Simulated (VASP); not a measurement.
An input for Ansatz (written as the equivalent of a VASP run, and not itself run):

Ansatz 0.2 input:
```yaml
crystal:
  lattice:
    - [1.4728723, -2.5510897, 0.0000000]
    - [1.4728723, 2.5510897, 0.0000000]
    - [0.0000000, 0.0000000, 3.0963138]
  atoms:
    - { symbol: Ti, position: [0.0000000, 0.0000000, 0.0000000] }
    - { symbol: B, position: [0.3333330, 0.6666670, 0.5000000] }
    - { symbol: B, position: [0.6666670, 0.3333330, 0.5000000] }
kpoints:
  mp_grid: { grid: [10, 10, 10] }
hamiltonian:
  xc: pbe
  pseudopotentials: { kind: paw }
scf:
  occupations: { method: methfessel_paxton, width: 0.1 }
  max_iter: 100
relax:
  max_steps: 40
  f_tol: 0.01
  cell: { p_target: 30 }
output: { forces: true, stress: true, eigenvalues: true }
```

Write the VASP files for the same calculation (PBE).

This is not unique; one that fits is 
File KPOINTS:
```
K-points
0
gamma
10 10 10
0 0 0
```

**POSCAR**
```
TiB2
1.0
  1.4728723171  -2.5510897169   0.0000000000
  1.4728723171   2.5510897169   0.0000000000
  0.0000000000   0.0000000000   3.0963138107
Ti B
1 2
Cartesian
  0.0000000000   0.0000000000   0.0000000000
  1.4728723171   0.8503649397   1.5481569053
  1.4728723171  -0.8503649397   1.5481569053
```

### INCAR
```
SYSTEM = TiB2
PREC = Accurate; ENCUT = 600; LREAL = .False.
LASPH = .True.
EDIFF = 1E-7; NELM = 100; ALGO = Normal
LMAXMIX = 4
ISMEAR = 1; SIGMA = 0.1
GGA = PE
IBRION = 2; NSW = 40; ISIF = 3
EDIFFG = -0.01; PSTRESS = 300
LWAVE = .False.; LCHARG = .False.
```

POTCAR, in this order: Ti_sv B (PBE.64 set). Program: vasp_std.

Limits of the translation: each code has its own PAW files, so the cut-off isn't converted (ENCUT is set for VASP's; basis.ecutwfc is left out, and Ansatz then takes the one that its files recommend); Ansatz stops its SCF on the density residual and VASP on the energy change (EDIFF).

The compound is TiB2 in the AlB2 type structure. It was relaxed first under an external pressure of 30 GPa.
